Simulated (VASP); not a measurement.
Level of theory: TPSS meta-GGA, VASP's PBE PAW potentials (set 64) (plane waves; VASP 6.6.1).

Input for VASP

INCAR:
```
! general
SYSTEM  = Mg
PREC    = Accurate
ENCUT   = 520   ! plane-wave cut-off (eV)
LREAL   = .FALSE.   ! projection in real space or not
LASPH   = .TRUE.   ! aspherical one-centre terms

! electronic loop
EDIFF   = 1E-7   ! SCF stop (eV)
NELM    = 100   ! most electronic steps
ALGO    = Normal   ! blocked Davidson
LMIXTAU = .TRUE.

! smearing
ISMEAR  = -5

! functional
METAGGA = TPSS

! ions
ISIF    = 2   ! forces and stress, cell fixed

! output
LWAVE   = .FALSE.
LCHARG  = .FALSE.
LORBIT  = 11   ! lm-projected
NEDOS   = 601
```

### KPOINTS_OPT
```
k-points along high-symmetry lines
6
Line-mode
Reciprocal
  0.000000   0.000000   0.000000 ! GAMMA
 -0.000000   0.500000   0.000000 ! M

 -0.000000   0.500000   0.000000 ! M
 -0.333333   0.666667   0.000000 ! K

 -0.333333   0.666667   0.000000 ! K
  0.000000   0.000000   0.000000 ! GAMMA

  0.000000   0.000000   0.000000 ! GAMMA
  0.000000   0.000000   0.500000 ! A

  0.000000   0.000000   0.500000 ! A
 -0.000000   0.500000   0.500000 ! L

 -0.000000   0.500000   0.500000 ! L
 -0.333333   0.666667   0.500000 ! H

 -0.333333   0.666667   0.500000 ! H
  0.000000   0.000000   0.500000 ! A

 -0.000000   0.500000   0.500000 ! L
 -0.000000   0.500000   0.000000 ! M

 -0.333333   0.666667   0.500000 ! H
 -0.333333   0.666667   0.000000 ! K
```

### POSCAR
```
Mg
10.2314850
  0.1565130605  -0.2710886169   0.0000000000
  0.1565130605   0.2710886169   0.0000000000
  0.0000000000   0.0000000000   0.4999999838
Mg
2
Direct
  0.3333330000   0.6666670000   0.2500000000
  0.6666670000   0.3333330000   0.7500000000
```

File KPOINTS:
```
K-points
0
Gamma
  15 15 8
```

POTCAR, in this order: Mg (PBE.64 set). Program: vasp_std.

What VASP printed:

OSZICAR:
```
       N       E                     dE             d eps       ncg     rms          rms(c)
DAV:   1     0.733653981377E+00    0.73365E+00   -0.20952E+03  1620   0.902E+02
DAV:   2    -0.553645568780E+01   -0.62701E+01   -0.61627E+01  2550   0.755E+01
DAV:   3    -0.565483645592E+01   -0.11838E+00   -0.11846E+00  2832   0.135E+01
DAV:   4    -0.565594375698E+01   -0.11073E-02   -0.11507E-02  2844   0.130E+00
DAV:   5    -0.565595322029E+01   -0.94633E-05   -0.93227E-05  2832   0.120E-01    0.823E-01
DAV:   6    -0.105159183440E+02   -0.48600E+01   -0.57432E+00  1662   0.256E+01    0.808E-01
DAV:   7    -0.105134901239E+02    0.24282E-02   -0.27106E-02  2508   0.263E+00    0.806E-01
DAV:   8    -0.105288556806E+02   -0.15366E-01   -0.90522E-03  2754   0.242E+00    0.822E-01
DAV:   9    -0.106366441605E+02   -0.10779E+00   -0.68757E-01  1632   0.144E+01    0.121E+00
DAV:  10    -0.105660248693E+02    0.70619E-01   -0.27410E+01  1620   0.565E+02    0.570E-01
DAV:  11    -0.105801403827E+02   -0.14116E-01   -0.44466E-02  2736   0.713E+00    0.364E-01
DAV:  12    -0.105838891260E+02   -0.37487E-02   -0.19940E-02  1722   0.735E+00    0.196E-01
DAV:  13    -0.105981127288E+02   -0.14224E-01   -0.96916E-02  1824   0.852E+00    0.389E-02
DAV:  14    -0.105996625746E+02   -0.15498E-02   -0.10946E-02  2028   0.334E+00    0.346E-02
DAV:  15    -0.106500469424E+02   -0.50384E-01   -0.38218E-01  1620   0.109E+01    0.153E-02
DAV:  16    -0.106506609804E+02   -0.61404E-03   -0.15636E-04  2532   0.147E-01    0.140E-02
DAV:  17    -0.106506135430E+02    0.47437E-04   -0.93823E-06  1764   0.491E-02    0.159E-02
DAV:  18    -0.106507556117E+02   -0.14207E-03   -0.22247E-05  1848   0.750E-02    0.108E-02
DAV:  19    -0.106508766037E+02   -0.12099E-03   -0.37686E-05  1734   0.921E-02    0.528E-03
DAV:  20    -0.106508885627E+02   -0.11959E-04   -0.28546E-06  1854   0.259E-02    0.282E-03
DAV:  21    -0.106508786427E+02    0.99200E-05   -0.38267E-06  1740   0.351E-02    0.232E-03
DAV:  22    -0.106508913645E+02   -0.12722E-04   -0.25518E-06  1758   0.287E-02    0.179E-03
DAV:  23    -0.106508923050E+02   -0.94047E-06   -0.40551E-08  1248   0.337E-03    0.124E-03
DAV:  24    -0.106508924749E+02   -0.16992E-06   -0.30748E-08  1026   0.215E-03    0.427E-04
DAV:  25    -0.106508929740E+02   -0.49906E-06   -0.18036E-08   966   0.196E-03    0.142E-04
DAV:  26    -0.106508930805E+02   -0.10651E-06   -0.38603E-09   972   0.118E-03    0.105E-04
DAV:  27    -0.106508930696E+02    0.10952E-07   -0.36897E-09   948   0.100E-03
   1 F= -.10650893E+02 E0= -.10650893E+02  d E =0.000000E+00
       N       E                     dE             ncg
```

File OUTCAR:
```
------------------------ aborting loop because EDIFF is reached ----------------------------------------
  FORCE on cell =-STRESS in cart. coord.  units (eV):
  Direction    XX          YY          ZZ          XY          YZ          ZX
  --------------------------------------------------------------------------------------
  Total       -0.0692620     -0.0692621      0.0606960      0.0000000     -0.0000000     -0.0000000
  in kB       -2.4419007     -2.4419015      2.1398970      0.0000000     -0.0000000     -0.0000000
  external PRESSURE =      -0.9146351 kB  Pullay stress =       0.0000000 kB
  volume of cell :       45.44
      direct lattice vectors                 reciprocal lattice vectors
     1.601361031 -2.773639117  0.000000000     0.312234400 -0.180268585  0.000000000
     1.601361031  2.773639117  0.000000000     0.312234400  0.180268585  0.000000000
     0.000000000  0.000000000  5.115742335     0.000000000  0.000000000  0.195475052
 POSITION                                       TOTAL-FORCE (eV/Angst)
 -----------------------------------------------------------------------------------
      1.60136      0.92455      1.27894        -0.000000      0.000000      0.000000
      1.60136     -0.92455      3.83681         0.000000     -0.000000      0.000000
 -----------------------------------------------------------------------------------
    total drift:                               -0.000000     -0.000006      0.000001
  FREE ENERGIE OF THE ION-ELECTRON SYSTEM (eV)
  ---------------------------------------------------
  free  energy   TOTEN  =       -10.6508930696 eV

  energy  without entropy=      -10.6508930696  energy(sigma->0) =      -10.65089307

 total charge

# of ion       s       p       d       tot
------------------------------------------
    1        0.199   0.129   0.011   0.338
    2        0.199   0.129   0.011   0.338
--------------------------------------------------
tot          0.397   0.257   0.022   0.677
```
(Selected blocks of OUTCAR.)

For a metal the tetrahedron method with Blöchl corrections gives inexact stress and forces.

The compound is Mg in the hcp structure. It was relaxed first.
